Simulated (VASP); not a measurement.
VASP ran on this input.

**INCAR**
```
SYSTEM = GaSb
PREC = Accurate
ENCUT = 400
EDIFF = 1E-6
NELM = 100
ALGO = Normal
LREAL = .FALSE.
LASPH = .TRUE.
ISMEAR = 1
SIGMA = 0.01
GGA = PE
LMAXMIX = 4
LWAVE = .FALSE.
LCHARG = .FALSE.
ISIF = 2
```

File KPOINTS:
```
Automatic mesh
0
Gamma
7 7 7
0 0 0
```

**POSCAR**
```
GaSb
6.10
  0.0000000000   0.5000000000   0.5000000000
  0.5000000000   0.0000000000   0.5000000000
  0.5000000000   0.5000000000   0.0000000000
Ga Sb
1 1
Direct
  0.0000000000   0.0000000000   0.0000000000
  0.2500000000   0.2500000000   0.2500000000
```

POTCAR, in this order: Ga_d Sb (PBE.64 set). Program: vasp_std.

Problem. Write an equivalent input for Ansatz.

Solution. One equivalent input (not run):
Ansatz 0.2 input:
```yaml
crystal:
  lattice:
    - [0.0000000, 3.0500000, 3.0500000]
    - [3.0500000, 0.0000000, 3.0500000]
    - [3.0500000, 3.0500000, 0.0000000]
  atoms:
    - { symbol: Ga, position: [0.0000000, 0.0000000, 0.0000000] }
    - { symbol: Sb, position: [0.2500000, 0.2500000, 0.2500000] }
kpoints:
  mp_grid: { grid: [7, 7, 7] }
hamiltonian:
  xc: pbe
  pseudopotentials: { kind: paw }
scf:
  occupations: { method: methfessel_paxton, width: 0.01 }
  max_iter: 100
output: { forces: true, stress: true, eigenvalues: true }
```
The two are equivalent in intent, not identical: each code has its own PAW files, so the cut-off isn't converted (ENCUT is set for VASP's; basis.ecutwfc is left out, and Ansatz then takes the one that its files recommend); Ansatz stops its SCF on the density residual and VASP on the energy change (EDIFF).

The compound is GaSb in the zinc blende structure. The cell was not relaxed at this level. The run is one of a series of settings (ISMEAR = 1, SIGMA = 0.01 against the base run), some of them coarse on purpose.
